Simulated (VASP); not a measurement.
Data:

```
CELL_PARAMETERS angstrom
      4.48175     0.00000     0.00000
     -2.24087     3.88131     0.00000
      0.00000     0.00000    25.50380
ATOMIC_POSITIONS crystal
  Bi 0.66667 0.33333 0.31368
  Bi 0.00000 0.00000 0.37630
  Bi 0.33333 0.66667 0.46869
  Bi 0.66667 0.33333 0.53131
  Bi 0.00000 0.00000 0.62370
  Bi 0.33333 0.66667 0.68632
```

Method: PBE GGA, VASP's PBE PAW potentials (set 64) (plane waves; VASP 6.6.1). Run with 300 eV cut-off, 5×5×1 Γ-centred mesh, Fermi-Dirac smearing of 0.10 eV, potentials Bi_d.

The cell holds a wide vacuum, so values per volume refer to the whole cell. Unless said otherwise, spin-orbit coupling is left out, though it shifts the bands of the heavy elements here.

**Question.** Predict the energy per atom (σ→0), largest force, band gap (on the k-mesh) with the smallest direct gap where there is one.

**Answer.** 
```
Property                                                     Value
------------------------  ----------------------------------------
band gap (on the k-mesh)  none (metal, semimetal or under 0.01 eV)
energy per atom (σ→0)                               -3820 meV/atom
largest force                                           0.344 eV/Å
```

The cell is a sheet with vacuum, built from a generated structure.
